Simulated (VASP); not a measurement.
# BaRe2 (P6_3/mmc) in VASP: single point with PBE

Aim: the single point of BaRe2 with PBE.

Program: VASP 6.6.1. These are calculated values, not measurements. Logs are shortened: lines on timing, memory, paths and dates and some standing lists are left out, and cuts for length are marked.

## (1) The cell of the first run

It takes space group P6_3/mmc (No. 194, hexagonal). The conventional cell has a = 4.173 Å, b = 4.173 Å, c = 10.819 Å, α = 90.00°, β = 90.00°, γ = 120.00°. Around Ba (site symmetry -6m2) lie 12 Re at 3.52 to 3.73 Å. Around Re (site symmetry 3m) lie 3 Re at 2.42 Å.

The cell was built by a generator and needn't be a form met in nature.

## (2) Single point, PBE, collinear spin, typed start (species swapped into the BaTl2 type (P6_3/mmc, No. 194))

Contents of INCAR:

```
  PREC = Accurate
  ENCUT = 520
  EDIFF = 1E-7
  ISMEAR = 0
  SIGMA = 0.1
  LREAL = F
  LASPH = T
  NELM = 150
  ALGO = Fast
  ISIF = 2
  LWAVE = F
  LCHARG = F
  ISPIN = 2
  MAGMOM = 0 0 1 1 1 1
  LORBIT = 11
  LMAXMIX = 4
  GGA = PE
  NBANDS = 37
```

Contents of KPOINTS:

```
regular mesh
0
Gamma
  6 6 2
```

Contents of POSCAR:

```
BaRe2
1.0
    4.1727378768      0.0000000000      0.0000000000
   -2.0863689384      3.6136970046      0.0000000000
    0.0000000000      0.0000000000     10.8194831063
Ba Re
2 4
Direct
    0.0000000000      0.0000000000      0.2500000000
    0.0000000000      0.0000000000      0.7500000000
    0.3333333333      0.6666666667      0.4873848023
    0.6666666667      0.3333333333      0.9873848023
    0.6666666667      0.3333333333      0.5126151977
    0.3333333333      0.6666666667      0.0126151977
```

Potentials or basis: VASP PAW PBE potentials, release 64 (Ba_sv, Re).

On the command line:

```console
$ cat potpaw_PBE.64/Ba_sv/POTCAR potpaw_PBE.64/Re/POTCAR > POTCAR
$ mpirun -np 1 vasp_std > vasp.out
```

OUTCAR:

```text
PREC = Accurate
   ENCUT = 520
   EDIFF = 1E-7
   ISMEAR = 0
   LREAL = F
   LASPH = T
   NELM = 150
   ISIF = 2
   ISPIN = 2
   LORBIT = 11
   GGA = PE

 ion  position               nearest neighbor table
   1  0.000  0.000  0.250-   3 3.52   6 3.52   3 3.52   6 3.52   3 3.52   6 3.52   5 3.73   4 3.73
                             4 3.73   5 3.73   4 3.73   5 3.73
   2  0.000  0.000  0.750-   4 3.52   5 3.52   4 3.52   5 3.52   4 3.52   5 3.52   3 3.73   6 3.73
                             3 3.73   6 3.73   3 3.73   6 3.73
   3  0.333  0.667  0.487-   5 2.42   5 2.42   5 2.42   1 3.52   1 3.52   1 3.52   2 3.73   2 3.73
                             2 3.73
   4  0.667  0.333  0.987-   6 2.42   6 2.42   6 2.42   2 3.52   2 3.52   2 3.52   1 3.73   1 3.73
                             1 3.73
   5  0.667  0.333  0.513-   3 2.42   3 2.42   3 2.42   2 3.52   2 3.52   2 3.52   1 3.73   1 3.73
                             1 3.73
   6  0.333  0.667  0.013-   4 2.42   4 2.42   4 2.42   1 3.52   1 3.52   1 3.52   2 3.73   2 3.73
                             2 3.73

  LATTYP: Found a hexagonal cell.
 ALAT       =     4.1727378768
 C/A-ratio  =     2.5928978589

  Lattice vectors:

 A1 = (   4.1727378768,   0.0000000000,   0.0000000000)
 A2 = (  -2.0863689384,   3.6136970046,   0.0000000000)
 A3 = (   0.0000000000,   0.0000000000,  10.8194831063)

Analysis of symmetry for initial positions (statically):
=====================================================================
 Subroutine PRICEL returns:
 Original cell was already a primitive cell.

 Routine SETGRP: Setting up the symmetry group for a
 hexagonal supercell.

 Subroutine GETGRP returns: Found 24 space group operations
 (whereof 12 operations were pure point group operations)
 out of a pool of 24 trial point group operations.

The static configuration has the point symmetry D_3d.
 The point group associated with its full space group is D_6h.

Analysis of symmetry for dynamics (positions and initial velocities):
=====================================================================
 Subroutine PRICEL returns:
 Original cell was already a primitive cell.

 Routine SETGRP: Setting up the symmetry group for a
 hexagonal supercell.

 Subroutine GETGRP returns: Found 24 space group operations
 (whereof 12 operations were pure point group operations)
 out of a pool of 24 trial point group operations.

The dynamic configuration has the point symmetry D_3d.
 The point group associated with its full space group is D_6h.

Analysis of structural, dynamic, and magnetic symmetry:
=====================================================================
 Subroutine PRICEL returns:
[... 150 lines left out ...]

 Free energy of the ion-electron system (eV)
  ---------------------------------------------------
  ext. energy  EPLUGINS =         0.00000000
  ---------------------------------------------------
  free energy    TOTEN  =       -49.25962433 eV

  energy without entropy =      -49.23191869  energy(sigma->0) =      -49.24577151

 E-fermi :   3.4685     XC(G=0): -10.2570

 val. band max:        3.4535618166   @ k =   0.1667   0.0000   0.0000
 cond. band min:       3.4830346075   @ k =   0.1667   0.0000   0.5000
 fundamental gap:      0.0294727909
 Fermi energy:         3.4685464662

 spin component 1

 k-point     1 :       0.0000    0.0000    0.0000
  band No.  band energies     occupation
      1     -23.7228      1.00000
      2     -23.7188      1.00000
      3      -9.1922      1.00000
      4      -9.0063      1.00000
      5      -8.6970      1.00000
      6      -8.6970      1.00000
[... 535 lines left out ...]
     35       6.8462      0.00000
     36       6.8463      0.00000
 Fermi energy:         3.4685464662

 spin component 2

 k-point     1 :       0.0000    0.0000    0.0000
  band No.  band energies     occupation
      1     -23.7229      1.00000
      2     -23.7189      1.00000
      3      -9.1922      1.00000
      4      -9.0063      1.00000
      5      -8.6969      1.00000
      6      -8.6969      1.00000
[... 535 lines left out ...]
     35       6.8462      0.00000
     36       6.8462      0.00000
 [bands above 36 left out]

------------------------ aborting loop because EDIFF is reached ----------------------------------------

  FORCE on cell =-STRESS in cart. coord.  units (eV):
  Direction    XX          YY          ZZ          XY          YZ          ZX
  --------------------------------------------------------------------------------------
  -------------------------------------------------------------------------------------
  Total       -0.8014491     -0.8014491      0.5878516      0.0000000     -0.0000000      0.0000000
  in kB       -7.8705880     -7.8705880      5.7729653      0.0000000     -0.0000000      0.0000000
  external PRESSURE =      -3.3227369 kB  Pullay stress =       0.0000000 kB

 VOLUME and BASIS-vectors are now :
 -----------------------------------------------------------------------------
  energy-cutoff  :      520.00
  volume of cell :      163.15
      direct lattice vectors                 reciprocal lattice vectors
     4.172737877  0.000000000  0.000000000     0.239650807  0.138362458  0.000000000
    -2.086368938  3.613697005  0.000000000     0.000000000  0.276724916  0.000000000
     0.000000000  0.000000000 10.819483106     0.000000000  0.000000000  0.092425857

 POSITION                                       TOTAL-FORCE (eV/Angst)
 -----------------------------------------------------------------------------------
      0.00000      0.00000      2.70487         0.000000     -0.000000      0.000000
      0.00000      0.00000      8.11461         0.000000     -0.000000      0.000000
     -0.00000      2.40913      5.27325        -0.000000      0.000000      0.095499
      2.08637      1.20457     10.68299         0.000000     -0.000000      0.095499
      2.08637      1.20457      5.54623         0.000000      0.000000     -0.095499
     -0.00000      2.40913      0.13649        -0.000000     -0.000000     -0.095499
 -----------------------------------------------------------------------------------
    total drift:                               -0.000000      0.000000      0.000000

  FREE ENERGIE OF THE ION-ELECTRON SYSTEM (eV)
  ---------------------------------------------------
  free  energy   TOTEN  =       -49.2596243288 eV

  energy  without entropy=      -49.2319186899  energy(sigma->0) =      -49.24577151

 total charge

# of ion       s       p       d       tot
------------------------------------------
    1        2.035   5.572   0.367   7.974
    2        2.035   5.572   0.367   7.974
    3        0.723   0.368   4.981   6.072
    4        0.723   0.368   4.981   6.072
    5        0.723   0.368   4.981   6.072
    6        0.723   0.368   4.981   6.072
--------------------------------------------------
tot          6.962  12.616  20.659  40.237

 magnetization (x)

# of ion       s       p       d       tot
------------------------------------------
    1       -0.000   0.000   0.000  -0.000
    2       -0.000   0.000   0.000  -0.000
    3        0.000   0.000   0.000   0.000
    4        0.000   0.000   0.000   0.000
    5        0.000   0.000   0.000   0.000
    6        0.000   0.000   0.000   0.000
--------------------------------------------------
tot         -0.000   0.000   0.000   0.000
```

OSZICAR:

```text
N       E                     dE             d eps       ncg     rms          rms(c)
DAV:   1     0.370932782926E+03    0.37093E+03   -0.19180E+04  3912   0.132E+03
DAV:   2     0.532577309011E+01   -0.36561E+03   -0.33492E+03  4044   0.663E+02
DAV:   3    -0.435147395145E+02   -0.48841E+02   -0.43923E+02  3845   0.295E+02
[... 12 lines left out ...]
RMM:  56    -0.492596238578E+02   -0.12964E-06   -0.15877E-06  1977   0.113E-02    0.596E-03
RMM:  57    -0.492596239480E+02   -0.90273E-07   -0.12040E-06  1943   0.114E-02    0.618E-03
RMM:  58    -0.492596240859E+02   -0.13790E-06   -0.13494E-06  1888   0.113E-02    0.518E-03
RMM:  59    -0.492596241850E+02   -0.99010E-07   -0.10489E-06  1958   0.124E-02    0.504E-03
RMM:  60    -0.492596242944E+02   -0.10940E-06   -0.11924E-06  1932   0.119E-02    0.456E-03
RMM:  61    -0.492596243288E+02   -0.34453E-07   -0.88999E-07  1896   0.113E-02
   1 F= -.49259624E+02 E0= -.49245772E+02  d E =-.277056E-01  mag=     0.0000
```

Run time: 9.9 min. Hardware: 1 thread of Intel Xeon Platinum 8488C (Sapphire Rapids), shared host; peak memory 0.41 GiB.

What came out:

* Free energy: -49.2596 eV
* Pressure: -0.3 GPa
* Largest force: 0.095 eV/Å
* Band gap on the k mesh: none (metal or under the smearing width)
* Net moment: 0.00 μB per cell
* Valence electrons inside the program's atomic spheres: Ba 7.97; Re 6.07

Forces in eV/Å, atoms in the order of the input:
```
Ba   0.000  0.000  0.000
Ba   0.000  0.000  0.000
Re   0.000  0.000  0.095
Re   0.000  0.000  0.095
Re   0.000  0.000 -0.095
Re   0.000  0.000 -0.095
```

Stress tensor (GPa, compression positive):
```
-0.79  0.00  0.00
 0.00 -0.79  0.00
 0.00  0.00  0.58
```
